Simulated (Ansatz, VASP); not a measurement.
SiF: VASP beside Ansatz

```xyz
2
Lattice="3.0286 0.0000 0.0000 0.0000 3.0286 0.0000 0.0000 0.0000 3.0286" Properties=species:S:1:pos:R:3 pbc="T T T"
Si    1.5143    1.5143    1.5143
F     0.0000    0.0000    0.0000
```

The cell was built by a generator and needn't be a form met in nature.

Alike in both runs: task single point; functional HSE(alpha, omega); k mesh 5 × 5 × 5; occupations fermi-dirac, width 0.05 eV; no spin polarisation.

|  | VASP | Ansatz |
| --- | --- | --- |
| version | VASP 6.6.1 | Ansatz 0.2.0 |
| potentials or method | VASP PAW PBE potentials, release 64 (Si, F) | Ansatz PAW |
| plane-wave cutoff (eV) | 520 | 420 |
| valence electrons in the cell | 11 | 11 |

```tsv
	VASP	Ansatz	Ansatz less VASP
gap on the k mesh at the Fermi level (eV)	none	none	-
pressure (GPa)	-1.7	-1.5	+0.21
```

A gap of «none» marks a metal or a gap that the smearing closes. With one functional, cell and mesh, what is left measures potentials, basis and numerics.

Caveats: the k mesh is coarse (spacing up to 0.41 Å⁻¹), so the values aren't converged, least of all with exact exchange; an odd number of electrons without spin polarisation forces a metal; a magnetic or distorted state may lie lower; the PAW data sets were made with another functional, which shifts forces and pressure a little (VASP); the PAW data sets come from PBE, with cores solved anew for the run's functional, which leaves a small shift of forces and pressure (Ansatz); the thresholds are loose for stress (Ansatz).
